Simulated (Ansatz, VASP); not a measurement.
**Ti2CSO (Ti2COS MXene bilayer, AA): VASP beside Ansatz**

Wanted: the spread between two codes on one cell, functional and k mesh. The cell is taken from a series of runs on this material, whose earlier steps may have relaxed, scaled, displaced or heated it; both programs get it as it stands.

Method: plane waves, with VASP 6.6.1 beside it; single point at LDA, in Ansatz 0.2.0.

## (1) The starting structure

The cell holds 10 atoms: 2 S, 4 Ti, 2 C and 2 O. Its edges and angles: a = 3.046 Å, b = 3.046 Å, c = 30.566 Å, α = 90.0°, β = 90.0°, γ = 120.0°. Vacuum lies along c.

## (2) Ansatz: single point, LDA

Ansatz runs on its default PAW (the set named soft_2) files.

With cell and atoms fixed, the geometry can't cause a difference; cores, projectors, grids and the points listed under the comparison can.

Input file input.yaml:

```yaml
crystal:
  lattice:
    - [3.0459973537, 0.0, 0.0]
    - [-1.5229986768, 2.6379110882, 0.0]
    - [0.0, 0.0, 30.565961996]
  atoms:
    - { symbol: S, position: [0.3333333333, 0.6666666667, 0.2944451741] }
    - { symbol: Ti, position: [0.6666666667, 0.3333333333, 0.3464093916] }
    - { symbol: C, position: [0.0, 0.0, 0.3844974866] }
    - { symbol: Ti, position: [0.3333333333, 0.6666666667, 0.427482188] }
    - { symbol: O, position: [0.6666666667, 0.3333333333, 0.4549911647] }
    - { symbol: S, position: [0.3333333333, 0.6666666667, 0.5446904857] }
    - { symbol: Ti, position: [0.6666666667, 0.3333333333, 0.5965302998] }
    - { symbol: C, position: [0.0, 0.0, 0.6347841603] }
    - { symbol: Ti, position: [0.3333333333, 0.6666666667, 0.6775024159] }
    - { symbol: O, position: [0.6666666667, 0.3333333333, 0.7055548259] }
kpoints:
  mp_grid: { grid: [18, 18, 1] }
  band_path:
    path: [[0, 0, 0], [0.5, 0, 0], [0.33333333, 0.33333333, 0], [0, 0, 0]]
    npoints: 16
hamiltonian:
  xc: lda
scf:
  occupations: { method: fermi_dirac, width: 0.05 }
  convergence: { dr2_threshold: 1.0e-10 }
efield:
  axis: 3
  dipole_correction: true
  ramp_position: 0.97
  ramp_width: 0.06
  amplitude: 0
output:
  dos: { projected: true, e_range: [-6, 5] }
  bader: true
  write_potential: true
  write_density: true
  volumetric_format: npy
  elf: true
```

On the command line:

```
$ ansatz run input.yaml --threads 4 --pin off --max-ram 6144MiB --backend cpu --events-out ev --progress --plain --runs-dir out
```

Numbers of over 12 decimals in the logs are rounded to 6 here.

The program printed:

```text
Engine: ansatz 0.2.0, x86_64-unknown-linux-gnu
Pseudopotentials: kind: paw
Pseudopotential: S, paw, valence charge 6, recommended cutoff 420 eV (normal), S.paw.azcp
Pseudopotential: Ti, paw, valence charge 12, recommended cutoff 420 eV (normal), Ti.paw.azcp
Pseudopotential: C, paw, valence charge 4, recommended cutoff 420 eV (normal), C.paw.azcp
Pseudopotential: O, paw, valence charge 6, recommended cutoff 420 eV (normal), O.paw.azcp
Functional definition: SPW92
  exchange = slater_x
  correlation = pw_c
Crystal: 10 atoms, lattice volume = 245.600 Å³
Basis set: ecut = 420 eV, 4747 PW (Γ)
Bands: 50, of which v1, the nominal top of the filled ones, is band 40 counted from 1 (39 counted from 0)
Symmetry: 6 space group operations
Space group: P3m1 (ITA 156), of the structure as read, at distance tolerance 6.3e-5 Å
k-points: 37 of 324 (time reversal used)
Non-local potential: S, projectors of the file, l = 0: 2, l = 1: 2, l = 2: 2
Non-local potential: Ti, projectors of the file, l = 0: 3, l = 1: 2, l = 2: 3, l = 3: 1
Non-local potential: C, projectors of the file, l = 0: 2, l = 1: 2, l = 2: 1
Non-local potential: O, projectors of the file, l = 0: 2, l = 1: 2, l = 2: 1
PAW form: soft (Blöchl's): semilocal exchange-correlation on the pseudo side does not see the compensation charge
PAW frozen core: S, regenerated for the run's functional, and the local potential with it (the file was generated under x = pbe(κ = 0.804, μ = 0.219515), c = pbe(β = 0.066725))
PAW frozen core: Ti, regenerated for the run's functional, and the local potential with it (the file was generated under x = pbe(κ = 0.804, μ = 0.219515), c = pbe(β = 0.066725))
PAW frozen core: C, regenerated for the run's functional, and the local potential with it (the file was generated under x = pbe(κ = 0.804, μ = 0.219515), c = pbe(β = 0.066725))
PAW frozen core: O, regenerated for the run's functional, and the local potential with it (the file was generated under x = pbe(κ = 0.804, μ = 0.219515), c = pbe(β = 0.066725))
PAW one-centre angular grid: S, 110 points (default); XC on 64 Gauss nodes
PAW one-centre angular grid: Ti, 590 points (default); XC on 64 Gauss nodes
PAW one-centre angular grid: C, 110 points (default); XC on 64 Gauss nodes
PAW one-centre angular grid: O, 110 points (default); XC on 64 Gauss nodes
Initial density: superposition of atomic densities (neutral atoms: chi_scale 0, normalization atom), corrected by the library's trained network
Initial wavefunctions: pseudopotential atomic-orbital guess
Functional: x = slater, c = lda
SCF iter   1: F=—  HF=-13147.916668 eV  |F-HF|=—  |Δ(HF+E_count)|=         —  Δρ=1.11e-2  dr2=4.13e0  ethr=1.77e-3  p=0.053 e·Å  D=3.94e-2 V/Å  ΔV_dip=-1.20 eV  dr2_dipole=2.20e0  V_vac-E_F(+/−)=5.21/6.41 eV  ⟨swp⟩=6.9  Hψ=8259  notcnv=0  defer=12
efield: sawtooth ramp at fractional position 0.9700 (set: `efield.ramp_position`, or a place that a band, a saddle search or an elastic batch's reference lends), width 0.0600; the density the first Hamiltonian is built on has a dipole p = 0.053 e·Å; the dipole correction subtracts the counter field D = 3.94e-2 V/Å, which shifts the + side's vacuum level by -1.20 eV against the − side's; the planar-averaged density in the ramp window peaks in size at 1.9e-5 e/Å³
preconditioner: auto → LDOS  [metal: Δε(μ)=0.046 eV  Ē_g=7.813 eV  σ=0.050 eV  W_gap=0.23  n_scr=22 (ndim 8)  ℏωp=16.4 eV  f_vac=0.497  D(μ)=2.60/eV (n_scr^D=12)  β→1.0]
SCF iter   2: F=—  HF=-13148.003001 eV  |F-HF|=—  |Δ(HF+E_count)|=   8.63e-2  Δρ=1.94e-2  dr2=1.48e0  ethr=1.77e-3  p=0.011 e·Å  D=8.47e-3 V/Å  ΔV_dip=-0.26 eV  dr2_dipole=2.16e-2  V_vac-E_F(+/−)=5.95/6.21 eV  ⟨swp⟩=2.4  Hψ=3328  notcnv=0  defer=90
SCF iter   3: F=—  HF=-13147.810230 eV  |F-HF|=—  |Δ(HF+E_count)|=   1.93e-1  Δρ=6.55e-3  dr2=1.80e-1  ethr=1.77e-3  p=0.015 e·Å  D=1.10e-2 V/Å  ΔV_dip=-0.34 eV  dr2_dipole=2.58e-4  V_vac-E_F(+/−)=5.82/6.16 eV  ⟨swp⟩=2.3  Hψ=2687  notcnv=0  defer=90
SCF iter   4: F=—  HF=-13147.789256 eV  |F-HF|=—  |Δ(HF+E_count)|=   2.10e-2  Δρ=1.83e-3  dr2=1.27e-2  ethr=2.25e-4  p=0.017 e·Å  D=1.28e-2 V/Å  ΔV_dip=-0.39 eV  dr2_dipole=7.90e-5  V_vac-E_F(+/−)=5.77/6.16 eV  ⟨swp⟩=2.7  Hψ=3353  notcnv=0  defer=102
SCF iter   5: F=—  HF=-13147.787238 eV  |F-HF|=—  |Δ(HF+E_count)|=   2.02e-3  Δρ=3.65e-4  dr2=5.19e-4  ethr=1.59e-5  p=0.015 e·Å  D=1.14e-2 V/Å  ΔV_dip=-0.35 eV  dr2_dipole=2.51e-5  V_vac-E_F(+/−)=5.78/6.13 eV  ⟨swp⟩=2.2  Hψ=2741  notcnv=0  defer=102
SCF iter   6: F=—  HF=-13147.787280 eV  |F-HF|=—  |Δ(HF+E_count)|=   4.22e-5  Δρ=1.12e-4  dr2=3.71e-5  ethr=6.49e-7  p=0.016 e·Å  D=1.18e-2 V/Å  ΔV_dip=-0.36 eV  dr2_dipole=2.08e-6  V_vac-E_F(+/−)=5.77/6.13 eV  ⟨swp⟩=3.0  Hψ=2955  notcnv=0  defer=102
SCF iter   7: F=—  HF=-13147.787299 eV  |F-HF|=—  |Δ(HF+E_count)|=   1.85e-5  Δρ=3.65e-5  dr2=2.97e-6  ethr=4.63e-8  p=0.016 e·Å  D=1.18e-2 V/Å  ΔV_dip=-0.36 eV  dr2_dipole=2.14e-7  V_vac-E_F(+/−)=5.77/6.14 eV  ⟨swp⟩=2.2  Hψ=2729  notcnv=0  defer=102
SCF iter   8: F=—  HF=-13147.787478 eV  |F-HF|=—  |Δ(HF+E_count)|=   1.79e-4  Δρ=1.38e-5  dr2=6.55e-7  ethr=3.71e-9  p=0.016 e·Å  D=1.18e-2 V/Å  ΔV_dip=-0.36 eV  dr2_dipole=1.59e-8  V_vac-E_F(+/−)=5.78/6.13 eV  ⟨swp⟩=2.6  Hψ=2953  notcnv=0  defer=102
SCF iter   9: F=—  HF=-13147.787480 eV  |F-HF|=—  |Δ(HF+E_count)|=   1.67e-6  Δρ=3.65e-6  dr2=4.53e-8  ethr=8.19e-10  p=0.016 e·Å  D=1.18e-2 V/Å  ΔV_dip=-0.36 eV  dr2_dipole=8.71e-9  V_vac-E_F(+/−)=5.78/6.14 eV  ⟨swp⟩=2.3  Hψ=2571  notcnv=0  defer=102
SCF iter  10: F=—  HF=-13147.787480 eV  |F-HF|=—  |Δ(HF+E_count)|=   1.41e-7  Δρ=1.35e-6  dr2=4.12e-9  ethr=5.66e-11  p=0.016 e·Å  D=1.18e-2 V/Å  ΔV_dip=-0.36 eV  dr2_dipole=6.86e-10  V_vac-E_F(+/−)=5.78/6.14 eV  ⟨swp⟩=2.7  Hψ=2820  notcnv=0  defer=102
SCF iter  11: F=—  HF=-13147.787480 eV  |F-HF|=—  |Δ(HF+E_count)|=   1.06e-8  Δρ=5.45e-7  dr2=7.19e-10  ethr=5.15e-12  p=0.016 e·Å  D=1.18e-2 V/Å  ΔV_dip=-0.36 eV  dr2_dipole=4.14e-11  V_vac-E_F(+/−)=5.78/6.14 eV  ⟨swp⟩=2.3  Hψ=2869  notcnv=0  defer=102
SCF iter  12: F=—  HF=-13147.787480 eV  |F-HF|=—  |Δ(HF+E_count)|=   1.26e-9  Δρ=2.40e-7  dr2=1.31e-10  ethr=1.00e-12  p=0.016 e·Å  D=1.18e-2 V/Å  ΔV_dip=-0.36 eV  dr2_dipole=1.94e-11  V_vac-E_F(+/−)=5.78/6.14 eV  ⟨swp⟩=2.3  Hψ=2581  notcnv=0  defer=102
SCF iter  13: F=-13147.787480 eV  HF=-13147.787480 eV  |F-HF|=4.73e-11  |Δ(HF+E_count)|=  3.73e-10  Δρ=5.01e-8  dr2=1.28e-11  ethr=1.00e-12  p=0.016 e·Å  D=1.18e-2 V/Å  ΔV_dip=-0.36 eV  dr2_dipole=2.78e-12  V_vac-E_F(+/−)=5.78/6.14 eV  ⟨swp⟩=10.3  Hψ=5082  notcnv=0
SCF 1 converged in 13 iterations: F = -13147.787480 eV  dr2 = 1.28e-11
  greatest PAW one-centre occupation: 0.999 electrons in one spin orbital (limit 2), on the Ti atom at site 3 (counted from 0), in its partial waves of l = 0
NSCF: frozen V_eff on 49 k-points
efield: sawtooth ramp at fractional position 0.9700 (kept from the solve that this one continues, or follows in the run), width 0.0600; the density the first Hamiltonian is built on has a dipole p = 0.016 e·Å; the dipole correction subtracts the counter field D = 1.18e-2 V/Å, which shifts the + side's vacuum level by -0.36 eV against the − side's; the planar-averaged density in the ramp window peaks in size at 6.5e-7 e/Å³
WARN: The output density's exchange-correlation potential varies sharply where the density is thin. Do not read a vacuum level from v_tot or v_xc, or from such a field of the output density. On a cell that repeats whose density bears no net charge and no dipole along the vacuum's axis use v_es (v_loc + v_h of the components); under efield.dipole_correction with no amplitude use v_es + v_field, which holds any externa [...]
SCF converged after 13 iterations
Free energy (F): -13147.787480 eV
Harris-Foulkes:  -13147.787480 eV  (|F-HF|=4.73e-11)
Internal energy: -13147.769259 eV  (E = F + TS)
E sigma→0 (E₀):  -13147.778369 eV
Entropy (-TS):   -0.018221 eV (-1.822 meV/atom)
Fermi energy:    2.643935 eV
Dipole field:    D = 0.011773 V/Å  (p = 0.015979 e·Å, saw-weighted, corrected)
Work function:   Φ+ = 5.7755 eV   Φ− = 6.1354 eV
Levels:          The Fermi level and band energies are counted from a zero that moves with the ramp; work functions are not
--- Per-component energies (eV) ---
  E_band       = -1328.833390
  E_kinetic    = 1841.507378
  E_local      = -107115.014976  (includes V_loc(G=0)·N_el)
  E_nonlocal   = 250.854138
  E_hartree    = 52724.926738
  E_xc         = -828.123407
  E_vxc        = -978.271479  (∫ρ·V_xc dr)
  E_paw        = -5605.560854  (= ΣΔE_a)
  E_vpaw       = -777.533612  (= ΣTr[D̂ρ^β])
  E_aug_tail   = 0.005479  (compensation charges beyond the density's cutoff)
  E_efield     = 0.000094  (sawtooth field / dipole correction)
  E_vefield    = -0.233832  (∫n·V_field dr)
  E_ewald      = 45581.706447
  E_core_change = 1.929704  (= ΣΔE_core)
  E_smearing   = -0.018221  (= −TS)
  E_closure    = 0.000000  (closes the sum)
  Σ components = -13147.787480   (vs F -13147.787480, Δ=0.00e0)
--- Band table (eV; the first three rows and the last of 37) ---
  k-point 0: bands = [... 36 lower, 3.2028, 3.2028, 3.2131, 3.2131, 3.6239, 3.6239, 3.6970, 3.6970, ... 6 higher]
  k-point 1: bands = [... 36 lower, 2.8328, 2.8797, 2.9557, 2.9916, 3.4721, 3.5180, 3.7969, 3.8537, ... 6 higher]
  k-point 2: bands = [... 36 lower, 2.1442, 2.2397, 2.6128, 2.6583, 3.2719, 3.3264, 3.9178, 3.9605, ... 6 higher]
  k-point 36: bands = [... 36 lower, -0.1302, 0.0904, 0.1924, 0.2915, 3.8442, 3.8650, 4.0214, 4.0985, ... 6 higher]
--- Bader charges: 10 sites ---
  site symbol  charge [e]  shift [e]
     0      S     -0.7031     0.0006
     1     Ti      1.5749     0.0008
     2      C     -1.6470     0.0007
     3     Ti      1.9052     0.0017
     4      O     -1.1225     0.0021
     5      S     -0.7092     0.0006
     6     Ti      1.5711     0.0008
     7      C     -1.6510     0.0007
     8     Ti      1.9033     0.0016
     9      O     -1.1215     0.0020
  estimated error of the sums over rays = 7.9e-4 e
```

(Part 1 of 2 ends here.)

[Lines on the potential files, build, host, timing and source positions are cut from VASP's logs without a mark.]

[Logs are printed without paths, hosts, clocks, repeated set-up lines and the standing remarks that a program may print on its own settings, such as how far it seeks lower states.]

[Hosts, paths, dates, database ids (printed as entryN), source tags and the programs' standing remarks are cut or masked in the printed files.]
